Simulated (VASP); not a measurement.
# Zn2CdSeS2: relaxation of cell and atoms with PBE

Zn2CdSeS2:

```
Zn Cd Se S
1.0
     3.97923    0.00000    0.00000
    -1.98962    3.44611    0.00000
     0.00000    0.00000    9.10939
Zn Cd Se S
2 1 1 2
Direct
  0.66667 0.33333 0.21796
  0.66667 0.33333 0.78204
  0.66667 0.33333 0.50000
  0.00000 0.00000 0.00000
  0.33333 0.66667 0.00000
  0.33333 0.66667 0.50000
```

The cell was built by a generator and needn't be a form met in nature.

```json
{"Program": "VASP 6.6.1", "Task": "relaxation of cell and atoms", "Functional": "PBE", "Potentials or basis": "VASP PAW PBE potentials, release 64 (Zn, Cd, Se, S)", "Cutoff": "520 eV", "k mesh": "4 × 4 × 2", "Occupations": "gaussian, width 0.15 eV", "Spin": "no spin polarisation", "Further INCAR settings": "PREC = Normal; ALGO = Fast; EDIFF = 0.0001; IBRION = 2; EDIFFG = -0.08; NSW = 24; ISIF = 3"}
```

| Quantity | Value |
| --- | --- |
| Relaxed volume | 24.08 Å³/atom |
| Relaxed cell | a = 4.479 Å, b = 4.479 Å, c = 8.316 Å, α = 90.00°, β = 90.00°, γ = 120.00° |
| Space group after relaxing (to 0.05 Å) | P-6m2 (No. 187) |
| Energy gained by relaxing | 342.7 meV/atom |
| Ionic steps | 14 |
| Pressure after relaxing | -0.5 GPa |
| Largest force after relaxing | 0.051 eV/Å |
| Band gap on the k mesh | none (metal or under the smearing width) |

Forces in eV/Å, atoms in the order of the input:
```
Zn   0.000  0.000  0.051
Zn   0.000  0.000 -0.051
Cd   0.000  0.000  0.000
Se   0.000  0.000  0.000
S    0.000  0.000  0.000
S    0.000  0.000  0.000
```

Step by step:
```csv
step,energy change (eV),largest force (eV/Å),pressure (GPa),volume (Å³)
1,0.0000,0.9265,17.09,124.92
2,-1.6493,0.4991,-2.65,168.93
3,-1.7627,0.6037,-0.19,157.09
4,-1.7632,0.5923,-0.26,157.77
5,-1.7627,0.5861,-0.45,158.48
6,-1.7978,0.5043,-0.38,157.74
7,-1.8895,0.3511,-0.17,155.51
8,-1.9936,0.0061,-0.67,151.05
9,-2.0114,0.0473,-0.02,148.82
10,-2.0240,0.0612,-0.19,147.00
11,-2.0032,0.4518,1.02,143.35
12,-2.0279,0.0607,-0.16,146.44
13,-2.0333,0.1317,-0.33,142.75
14,-2.0560,0.0505,-0.49,144.48
```

Final structure:
```yaml
crystal:
  lattice:
    - [4.47885, 0.00000, 0.00000]
    - [-2.23943, 3.87880, 0.00000]
    - [0.00000, 0.00000, 8.31632]
  atoms:
    - { symbol: Zn, position: [0.66667, 0.33333, 0.16194] }
    - { symbol: Zn, position: [0.66667, 0.33333, 0.83806] }
    - { symbol: Cd, position: [0.66667, 0.33333, 0.50000] }
    - { symbol: Se, position: [0.00000, 0.00000, 0.00000] }
    - { symbol: S, position: [0.33333, 0.66667, 0.00000] }
    - { symbol: S, position: [0.33333, 0.66667, 0.50000] }
```

Levels at points of the mesh, in eV from the Fermi level:
```
           k point  band 23  band 24  band 25  band 26  band 27  band 28  band 29  band 30  band 31  band 32
(0.00, 0.00, 0.00)    -2.21    -1.70    -1.70    -1.42    -1.42    -0.22    -0.15     1.30     3.50     4.99
(0.50, 0.00, 0.00)    -3.03    -2.53    -1.32    -0.42     0.13     0.73     1.85     1.93     3.57     4.50
(0.00, 0.00, 0.50)    -1.58    -1.58    -1.54    -1.54    -1.16    -1.08    -0.07     2.01     3.31     4.46
(0.50, 0.00, 0.50)    -2.54    -2.30    -1.84    -0.32     0.03     0.49     1.85     2.58     2.67     4.02
```

It took 85 s on 1 thread of Intel(R) Xeon(R) 6975P-C (Granite Rapids), with other jobs on the host, peak memory 0.21 GiB.

Caveat: the k mesh is coarse (spacing up to 0.46 Å⁻¹), so the values aren't converged; the volume moved by over 15 % at a fixed basis, so the end points are rough; the relaxation stopped at a loose force limit of 0.08 eV/Å, so its end isn't a converged minimum.
